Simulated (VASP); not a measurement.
FCdCl, 3 atoms in the cell. The cell holds a molecule in a box, 3 atoms: a = 10.000 Å, b = 14.000 Å, c = 10.000 Å, α = 90.00°, β = 90.00°, γ = 90.00°. 

- Program: VASP 6.6.1
- Task: single point
- Functional: r2SCAN0
- Dispersion: D4
- Potentials or basis: VASP PAW PBE potentials, release 64 (F, Cd, Cl)
- Cutoff: 520 eV
- k mesh: 1 × 1 × 1
- Occupations: gaussian, width 0.01 eV
- Spin: no spin polarisation
- Grid for exact exchange (PRECFOCK): Fast
- Exchange at q = 0: default
- Further INCAR settings: ALGO = Normal; EDIFF = 1e-06; NBANDS = 20

Potentials or basis: VASP PAW PBE potentials, release 64 (F, Cd, Cl).

The run is started by

```bash
$ cat potpaw_PBE.64/F/POTCAR potpaw_PBE.64/Cd/POTCAR potpaw_PBE.64/Cl/POTCAR > POTCAR
$ cp INCAR.step1 INCAR
$ mpirun -np 1 vasp_gam > vasp.out
$ cp INCAR.step2 INCAR
$ mpirun -np 1 vasp_gam > vasp.out
```

Hardware: 1 thread of AMD EPYC 9R45 96-Core Processor (Zen 5) (shared host).

Task: How long does it take, and how much memory?

Result: Wall time 8.9 min on 1 thread of AMD EPYC 9R45 96-Core Processor (Zen 5) (shared host), peak memory 1.4 GiB. Counts: scf iterations 55, k points 1.
